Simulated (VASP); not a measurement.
CdF3:

```
CELL_PARAMETERS angstrom
0.00000 3.39598 3.39598
3.39598 0.00000 3.39598
3.39598 3.39598 0.00000
ATOMIC_POSITIONS crystal
Cd 0.00000 0.00000 0.00000
F 0.25000 0.25000 0.25000
F 0.75000 0.75000 0.75000
F 0.50000 0.50000 0.50000
```

The cell was built by a generator and needn't be a form met in nature.

| Property | Result |
| --- | --- |
| Program | VASP 6.6.1 |
| Task | relaxation of cell and atoms |
| Functional | PBE |
| Potentials or basis | VASP PAW PBE potentials, release 64 (Cd, F) |
| Cutoff | 600 eV |
| k mesh | 7 × 7 × 7 |
| Occupations | gaussian, width 0.05 eV |
| Spin | no spin polarisation |

At the start: pressure -12.9 GPa; volume 19.58 Å³/atom.

Question: Where does the relaxation end?

Answer: Over 9 steps the energy falls by 562.2 meV/atom and the volume is 11.47 Å³/atom (-41.4 %); space group Fm-3m (No. 225, to 0.05 Å).

Step by step:
```tsv
step	energy change (eV)	largest force (eV/Å)	pressure (GPa)	volume (Å³)
1	0.0000	0.0000	-12.94	78.33
2	-1.3877	0.0000	-13.01	61.73
3	4.7161	0.0000	197.18	26.27
4	-1.8394	0.0000	-10.95	55.77
5	-2.0671	0.0000	13.24	40.96
6	-2.2325	0.0000	-2.97	47.55
7	-2.2483	0.0000	-0.55	46.13
8	-2.2483	0.0000	0.49	45.60
9	-2.2487	0.0000	-0.07	45.89
```

Final structure:
```xyz
4
Lattice="0.0000 2.8416 2.8416 2.8416 0.0000 2.8416 2.8416 2.8416 0.0000" Properties=species:S:1:pos:R:3 pbc="T T T"
Cd    0.0000    2.8416    2.8416
F     1.4208    1.4208    1.4208
F     4.2624    4.2624    4.2624
F     2.8416    2.8416    2.8416
```

Caveat: the volume moved by over 15 % at a fixed basis, so the end points are rough; an odd number of electrons without spin polarisation forces a metal; a magnetic or distorted state may lie lower.
